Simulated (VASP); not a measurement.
VASP input:

**INCAR**
```
AGGAC = 0.0
ALGO = Normal
EDIFF = 1E-7
ENCUT = 520
GGA = MK
ISIF = 2
ISMEAR = 0
LASPH = .TRUE.
LCHARG = .FALSE.
LMAXMIX = 4
LREAL = .FALSE.
LUSE_VDW = .TRUE.
LWAVE = .FALSE.
NELM = 100
PARAM1 = 0.1234568
PARAM2 = 0.7114
PREC = Accurate
SIGMA = 0.05
SYSTEM = LiBr
ZAB_VDW = -1.8867
```

KPOINTS:
```
Automatic
0
G
8 8 8
```

POSCAR:
```
LiBr
1
    0.0000000000     2.7561300893     2.7561300893
    2.7561300893     0.0000000000     2.7561300893
    2.7561300893     2.7561300893     0.0000000000
Li Br
1 1
Direct
  0.0000000000   0.0000000000   0.0000000000
  0.5000000000   0.5000000000   0.5000000000
```

POTCAR, in this order: Li_sv Br (PBE.64 set). Program: vasp_std.

Problem. Write an equivalent input for Quantum ESPRESSO's pw.x.

Solution. One equivalent input (not run):
```
&CONTROL
  calculation = 'scf'
  pseudo_dir = './pseudo'
  outdir = './out'
  tprnfor = .true.
  tstress = .true.
/
&SYSTEM
  ibrav = 0
  nat = 2
  ntyp = 2
  ecutwfc = 74
  occupations = 'smearing'
  smearing = 'gaussian'
  degauss = 0.003675
  input_dft = 'vdw-df2-b86r'
/
&ELECTRONS
  conv_thr = 7.3e-09
  electron_maxstep = 100
/
ATOMIC_SPECIES
  Li 6.940 Li.upf
  Br 79.904 Br.upf
CELL_PARAMETERS angstrom
     0.0000000    2.7561301    2.7561301
     2.7561301    0.0000000    2.7561301
     2.7561301    2.7561301    0.0000000
ATOMIC_POSITIONS crystal
  Li   0.0000000  0.0000000  0.0000000
  Br   0.5000000  0.5000000  0.5000000
K_POINTS automatic
  8 8 8 0 0 0
```
What does not carry over: the potentials are each code's own (VASP's PAW set, PseudoDojo norm-conserving files in pw.x), so ENCUT and ecutwfc are chosen apart and not converted; conv_thr bounds pw.x's estimated SCF error, while EDIFF bounds the energy change between steps.

The compound is LiBr in the rock salt structure. This cell is one point of a volume scan, at 1.03 of the reference volume.
